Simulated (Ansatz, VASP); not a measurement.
**SnS2: VASP beside Ansatz**

One calculation is typed for both programs; each brings its own data sets. How far apart do they land? The structure shown is the end of the Ansatz relaxation below.

Method: plane waves, with VASP 6.6.1 beside it; single point at PBEsol, in Ansatz 0.2.0.

## (1) The structure

The cell holds 12 atoms: 4 Sn and 8 S. Its edges and angles: a = 7.292 Å, b = 7.292 Å, c = 17.898 Å, α = 90.0°, β = 90.0°, γ = 120.0°. Vacuum lies along c.

## (2) Ansatz: relaxation, PBEsol

Ansatz runs on its PAW soft_1 files.

This run makes the geometry at which the two programs are then compared.

input.yaml reads:

```yaml
crystal:
  lattice:
    - [7.243, 0.0, 0.0]
    - [-3.6215, 6.272622, 0.0]
    - [0.0, 0.0, 17.89845]
  atoms:
    - { symbol: Sn, position: [0.0, 0.0, 0.5] }
    - { symbol: Sn, position: [0.0, 0.5, 0.5] }
    - { symbol: Sn, position: [0.5, 0.0, 0.5] }
    - { symbol: Sn, position: [0.5, 0.5, 0.5] }
    - { symbol: S, position: [0.33333333, 0.16666667, 0.4190307] }
    - { symbol: S, position: [0.16666667, 0.33333333, 0.5809693] }
    - { symbol: S, position: [0.33333333, 0.66666667, 0.4190307] }
    - { symbol: S, position: [0.16666667, 0.83333333, 0.5809693] }
    - { symbol: S, position: [0.83333333, 0.16666667, 0.4190307] }
    - { symbol: S, position: [0.66666667, 0.33333333, 0.5809693] }
    - { symbol: S, position: [0.83333333, 0.66666667, 0.4190307] }
    - { symbol: S, position: [0.66666667, 0.83333333, 0.5809693] }
kpoints:
  mp_grid: { grid: [5, 5, 2] }
scf:
  occupations: { method: fermi_dirac, width: 0.02 }
hamiltonian:
  xc: pbesol
  pseudopotentials: { kind: paw, azcp: { folder: soft_1 }, xc_functional: pbe }
basis:
  ecutwfc: 600
output:
  forces: true
  stress: true
relax:
  f_tol: 0.005
  max_steps: 70
  cell: { stress_tol: 0.02, p_target: 0, fix: [c, alpha, beta, gamma] }
```

Run with:

```sh
$ ansatz run input.yaml --threads 4 --pin off --max-ram 10240MiB --backend cpu --events-out ev --progress --plain --runs-dir out
```

Numbers of over 12 decimals in the logs are rounded to 6 here.

Log:

```text
Warning: crystal.symmetry: narrowed to the stabiliser of the fixed cell quantities (relax.cell.fix) — unitary ops 48 → 16. The narrowing is safe, since a smaller group never makes results wrong: the run goes on under it, on as many k-points as the starting group would need, or more. Excluded: 32 operations that would move a fixed cell quantity at a test strain (relax.cell.fix fixes c, alpha, beta, gamma). The cell can leave their symmetry as it relaxes.
Engine: ansatz 0.2.0, aarch64-unknown-linux-gnu
Pseudopotentials: kind: paw
Pseudopotential: Sn, paw, valence charge 14, recommended cutoff 420 eV (normal), soft_1/Sn.paw.azcp
Pseudopotential: S, paw, valence charge 6, recommended cutoff 420 eV (normal), soft_1/S.paw.azcp
Functional definition: PBEsol
  exchange = pbesol_x
  correlation = pbesol_c
Crystal: 12 atoms, lattice volume = 813.173 Å³
Basis set: ecut = 600 eV, 27173 PW (Γ), exchange–correlation on 120×120×288 points (8 copies of the dense FFT grid, shifted against one another)
Bands: 64, of which v1, the nominal top of the filled ones, is band 52 counted from 1 (51 counted from 0)
Symmetry: 16 space group operations
k-points: 18 of 50
Non-local potential: Sn, projectors of the file, l = 0: 2, l = 1: 2, l = 2: 2, l = 3: 1
Non-local potential: S, projectors of the file, l = 0: 2, l = 1: 2, l = 2: 1
PAW form: soft (Blöchl's): semilocal exchange-correlation on the pseudo side does not see the compensation charge
PAW frozen core: Sn, regenerated for the run's functional, and the local potential with it (the file was generated under x = pbe(κ = 0.804, μ = 0.219515), c = pbe(β = 0.066725))
PAW frozen core: S, regenerated for the run's functional, and the local potential with it (the file was generated under x = pbe(κ = 0.804, μ = 0.219515), c = pbe(β = 0.066725))
PAW one-centre angular grid: Sn, 590 points (default); XC on 64 Gauss nodes
PAW one-centre angular grid: S, 110 points (default); XC on 64 Gauss nodes
Initial density: superposition of atomic densities (neutral atoms: chi_scale 0, normalization atom)
Initial wavefunctions: pseudopotential atomic-orbital guess
Functional: x = pbesol(κ = 0.804, μ = 0.123457), c = pbesol(β = 0.046)
SCF iter   1: F=—  HF=-30885.406686 eV  |F-HF|=—  |Δ(HF+E_count)|=         —  Δρ=2.28e-2  dr2=6.20e0  ethr=3.10e-3  ⟨swp⟩=11.1  Hψ=5917  notcnv=0  defer=4
preconditioner: auto → Resta (q_TF=auto, 1.937 Å⁻¹)  ε∞=1.8  [insulator: Δε(μ)=2.109 eV  Ē_g=15.256 eV  σ=0.020 eV  W_gap=1.00  n_scr=94 (ndim 8)  ℏωp=13.3 eV  f_vac=0.634  D(μ)=0.00/eV (n_scr^D=0)  ε∞_Penn≈1.8  vacuum switching on, ρ_ref=1.7e-2 e/Å³]
SCF iter   2: F=—  HF=-30883.546292 eV  |F-HF|=—  |Δ(HF+E_count)|=    1.86e0  Δρ=9.44e-3  dr2=5.65e-1  ethr=3.10e-3  ⟨swp⟩=4.0  Hψ=2678  notcnv=0  defer=144
SCF iter   3: F=—  HF=-30883.454225 eV  |F-HF|=—  |Δ(HF+E_count)|=   9.21e-2  Δρ=4.22e-3  dr2=9.85e-2  ethr=5.43e-4  ⟨swp⟩=3.0  Hψ=1506  notcnv=0  defer=144
SCF iter   4: F=—  HF=-30883.446107 eV  |F-HF|=—  |Δ(HF+E_count)|=   8.12e-3  Δρ=9.91e-4  dr2=7.57e-3  ethr=9.47e-5  ⟨swp⟩=2.0  Hψ=1506  notcnv=0  defer=144
SCF iter   5: F=—  HF=-30883.445745 eV  |F-HF|=—  |Δ(HF+E_count)|=   3.62e-4  Δρ=1.23e-4  dr2=1.13e-4  ethr=7.28e-6  ⟨swp⟩=2.0  Hψ=1587  notcnv=0  defer=144
SCF iter   6: F=—  HF=-30883.445801 eV  |F-HF|=—  |Δ(HF+E_count)|=   5.60e-5  Δρ=3.85e-5  dr2=8.24e-6  ethr=1.09e-7  ⟨swp⟩=3.3  Hψ=2445  notcnv=0  defer=144
SCF iter   7: F=—  HF=-30883.445994 eV  |F-HF|=—  |Δ(HF+E_count)|=   1.93e-4  Δρ=6.15e-6  dr2=3.85e-7  ethr=7.92e-9  ⟨swp⟩=2.1  Hψ=1748  notcnv=0  defer=144
SCF iter   8: F=-30883.445994 eV  HF=-30883.445994 eV  |F-HF|=2.42e-9  |Δ(HF+E_count)|=   7.80e-8  Δρ=5.49e-7  dr2=2.86e-9  ethr=9.62e-11  ⟨swp⟩=6.0  Hψ=4864  notcnv=0
SCF 1 converged in 8 iterations: F = -30883.445994 eV  dr2 = 2.86e-9
  greatest PAW one-centre occupation: 0.994 electrons in one spin orbital (limit 2), on the Sn atom at site 3 (counted from 0), in its partial waves of l = 2
relax step   1: F+E_penalty+E_count = -30883.44599424 eV  Δ(F+E_penalty+E_count) = +0.000e0 eV  max|allowed force component| = 3.872e-1 eV/Å  Δτ_max = 0.0000 Å  P = +0.806 GPa  Ω = 813.173 Å³  fix = [c, alpha, beta, gamma]  reactions: c +0.885 GPa; alpha +0.000, beta -0.000, gamma +0.000 GPa/rad  (8 SCF iters, dr2 threshold 1.00e-7 eV, accepted)
[...]
relax step   3: F+E_penalty+E_count = -30883.50909739 eV  Δ(F+E_penalty+E_count) = -4.708e-2 eV  max|allowed force component| = 7.295e-3 eV/Å  Δτ_max = 0.0368 Å  P = -0.041 GPa  Ω = 825.522 Å³  energy of the carried Pulay correction = -8.618e-5 eV  fix = [c, alpha, beta, gamma]  reactions: c -0.017 GPa; alpha +0.000, beta -0.000, gamma +0.000 GPa/rad  (6 SCF iters, dr2 threshold 1.20e-6 eV, accepted)
[...]
relax step   4: F+E_penalty+E_count = -30883.50933952 eV  Δ(F+E_penalty+E_count) = -2.421e-4 eV  max|allowed force component| = 6.356e-5 eV/Å  Δτ_max = 0.0004 Å  P = -0.002 GPa  Ω = 824.160 Å³  energy of the carried Pulay correction = -7.673e-5 eV  fix = [c, alpha, beta, gamma]  reactions: c +0.000 GPa; alpha -0.000, beta +0.000, gamma -0.000 GPa/rad  (5 SCF iters, dr2 threshold 7.19e-9 eV, accepted)
[...]
relax step   5: F+E_penalty+E_count = -30883.50941351 eV  Δ(F+E_penalty+E_count) = -7.399e-5 eV  max|allowed force component| = 5.989e-5 eV/Å  Δτ_max = 0.0000 Å  P = -0.002 GPa  Ω = 824.160 Å³  fix = [c, alpha, beta, gamma]  reactions: c +0.000 GPa; alpha -0.000, beta +0.000, gamma -0.000 GPa/rad  stress off target by 3.78e-3 GPa on what of the cell is left free  SCF on the basis re-selected at this cell (its energy is not comparable with the rows above)  (8 SCF iters)
basis re-selected at this cell: Δ(F+E_penalty+E_count) = -7.399e-5 eV, ΔP = -0.000 GPa vs the last step (what re-selecting the basis moved, of the pressure what is left beyond the Pulay correction that the steps carried, after the strain that the cell walked since its last selection, with what the two solves' SCF thresholds leave and, on support functions, any second-order correction that the steps lacked; it is no m [...]
SCF converged after 8 iterations
Free energy (F): -30883.509414 eV
Harris-Foulkes:  -30883.509414 eV  (|F-HF|=0.00e0)
Internal energy: -30883.509414 eV  (E = F + TS)
E sigma→0 (E₀):  -30883.509414 eV
Fermi energy:    -1.675286 eV
--- Per-component energies (eV) ---
  E_band       = -1387.839395
  E_kinetic    = 1517.007857
  E_local      = -43795.000652  (includes V_loc(G=0)·N_el)
  E_nonlocal   = 866.998935
  E_hartree    = 21192.807647
  E_xc         = -1198.122853
  E_vxc        = -976.630324  (∫ρ·V_xc dr)
  E_paw        = -21931.958498  (= ΣΔE_a)
  E_vpaw       = -1385.830581  (= ΣTr[D̂ρ^β])
  E_aug_tail   = 0.000161  (compensation charges beyond the density's cutoff)
  E_ewald      = 12463.123036
  E_core_change = 1.634953  (= ΣΔE_core)
  E_smearing   = -0.000000  (= −TS)
  E_closure    = -0.000000  (closes the sum)
  Σ components = -30883.509414   (vs F -30883.509414, Δ=0.00e0)
--- Forces (eV/Å), atoms counted from 1 ---
  atom   1  Sn    -0.00000000    -0.00000000     0.00000000
  atom   2  Sn     0.00000000     0.00000000     0.00000000
  atom   3  Sn    -0.00000000     0.00000000     0.00000000
  atom   4  Sn    -0.00000000     0.00000000     0.00000000
  atom   5  S      0.00000023    -0.00000013    -0.00005989
  atom   6  S     -0.00000023     0.00000013     0.00005989
  atom   7  S      0.00000023    -0.00000013    -0.00005989
  atom   8  S     -0.00000023     0.00000013     0.00005989
  atom   9  S      0.00000023    -0.00000013    -0.00005989
  atom  10  S     -0.00000023     0.00000013     0.00005989
  atom  11  S      0.00000023    -0.00000013    -0.00005989
  atom  12  S     -0.00000023     0.00000013     0.00005989
  max |Σ_I F_I| component: 1.04e-17 eV/Å
--- Stress (GPa, compression-positive) ---
       -0.003781       0.000000      -0.000001
        0.000000      -0.003781       0.000000
       -0.000001       0.000000       0.000137
  P = ⅓ Tr σ = -0.0025 GPa (-0.025 kbar)
--- Relaxed structure (4 steps of the walk, 4 accepted, 1 SCFs on fresh bases) ---
  F+E_penalty+E_count = -30883.50941351 eV   max|allowed force component| = 5.989e-5 eV/Å   (the final SCF, on the basis selected at the relaxed cell)
  cell:  # Å, volume = 824.1602 Å³
    - [7.291767, -2.6946183772479763e-19, 0]
    - [-3.645884, 6.314855, 0]
    - [0, 0, 17.89845]
  atoms:
    - { symbol: Sn, position: [0, 0, 0.5] }
    - { symbol: Sn, position: [2.7755575615628914e-17, 0.5, 0.5] }
    - { symbol: Sn, position: [0.500000, 0, 0.5] }
    - { symbol: Sn, position: [0.5, 0.5, 0.5] }
    - { symbol: S, position: [0.333333, 0.166667, 0.417644] }
    - { symbol: S, position: [0.166667, 0.333333, 0.582356] }
    - { symbol: S, position: [0.333333, 0.666667, 0.417644] }
    - { symbol: S, position: [0.166667, 0.833333, 0.582356] }
    - { symbol: S, position: [0.833333, 0.166667, 0.417644] }
    - { symbol: S, position: [0.666667, 0.333333, 0.582356] }
    - { symbol: S, position: [0.833333, 0.666667, 0.417644] }
    - { symbol: S, position: [0.666667, 0.833333, 0.582356] }
```

Reading the cycles: dr2 is the Hartree energy of the density residual (eV), the measure of convergence; HF is the Harris–Foulkes estimate of the energy, which meets the free energy F at convergence.

[end of part 1 of 2]

[Lines on the potential files, build, host, timing and source positions are cut from VASP's logs without a mark.]

[Logs are printed without paths, hosts, clocks, repeated set-up lines and the standing remarks that a program may print on its own settings, such as how far it seeks lower states.]

[Hosts, paths, dates, database ids (printed as entryN), source tags and the programs' standing remarks are cut or masked in the printed files.]
